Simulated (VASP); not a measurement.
Given:

```
CELL_PARAMETERS angstrom
      0.00000     1.74412     1.74412
      1.74412     0.00000     1.74412
      1.74412     1.74412     0.00000
ATOMIC_POSITIONS crystal
  Ni 0.00000 0.00000 0.00000
```
Starting moments (μB, in the order of the record's atoms Ni): 0.6.

Calculation: LDA (Ceperley-Alder, Perdew-Zunger), VASP's LDA PAW potentials (set 64) (plane waves; VASP). Settings: 520 eV cut-off, 18×18×18 Γ-centred mesh, first-order Methfessel-Paxton smearing of 0.10 eV, potentials Ni.

Q: What does the run give for the cell moment, energy per atom (σ→0), pressure, band gap (on the k-mesh) with the smallest direct gap where there is one?

A: 
```
Quantity                                                    Result
------------------------  ----------------------------------------
band gap (on the k-mesh)  none (metal, semimetal or under 0.01 eV)
cell moment                                                0.60 μB
energy per atom (σ→0)                               -6.556 eV/atom
pressure                                                -12.59 GPa
```

Q: Give the moment on each site (PAW-sphere projection).

A: 
| site | moment (μB) |
|---|---|
| Ni1 | 0.61 |

The absolute energy has meaning only against runs of the same code, potentials and settings.

The compound is Ni in the fcc structure. This cell is one point of a volume scan, at 1.06 of the reference volume.
